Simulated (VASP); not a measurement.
Here is a VASP 6.6.1 calculation.

INCAR

```
PREC     = Normal         # precision mode
ENCUT    = 520            # plane-wave cutoff, eV
EDIFF    = 1E-4           # SCF threshold, eV
ISMEAR   = 0              # smearing method
SIGMA    = 0.15           # smearing width, eV
LREAL    = F              # projectors in reciprocal space
LASPH    = T              # aspherical terms in the spheres
NELM     = 60             # most SCF steps
ALGO     = Fast           # electronic algorithm
ISIF     = 3              # what is computed and relaxed
LWAVE    = F              # write WAVECAR
LCHARG   = F              # write CHGCAR
GGA      = PE             # functional
IBRION   = 2              # ionic algorithm
NSW      = 24             # ionic steps
EDIFFG   = -0.08          # ionic threshold
```

KPOINTS

```
Automatic mesh
0
Gamma
  5 5 5
```

The input POSCAR:

```
Cd2CuO3
1.0
   -1.5750000000      2.6000000000      5.1250000000
    1.5750000000     -2.6000000000      5.1250000000
    1.5750000000      2.6000000000     -5.1250000000
Cd Cu O
2 1 3
Direct
    0.3330000000      0.3330000000      0.0000000000
    0.6670000000      0.6670000000      0.0000000000
    0.0000000000      0.0000000000      0.0000000000
    0.1450000000      0.6450000000      0.5000000000
    0.8550000000      0.3550000000      0.5000000000
    0.5000000000      0.0000000000      0.5000000000
```

Potentials or basis: VASP PAW PBE potentials, release 64 (Cd, Cu, O).

The run is started by

```console
$ cat potpaw_PBE.64/Cd/POTCAR potpaw_PBE.64/Cu/POTCAR potpaw_PBE.64/O/POTCAR > POTCAR
$ mpirun -np 1 vasp_std > vasp.out
```

(1) What does it give for the relaxed volume?

(2) Predict the space group after relaxing (to 0.05 Å).

(3) Estimate the band gap on the k mesh.

Results:

(1) 12.32 Å³/atom.

(2) Immm (No. 71).

(3) none (metal or under the smearing width).

Caveat: the k mesh is coarse (spacing up to 0.47 Å⁻¹), so the values aren't converged; an odd number of electrons without spin polarisation forces a metal; a magnetic or distorted state may lie lower; the run has no spin polarisation, though such a crystal can be magnetic; semilocal functionals often make such compounds metallic where correlation or magnetic order opens a gap, which also shifts bond lengths.
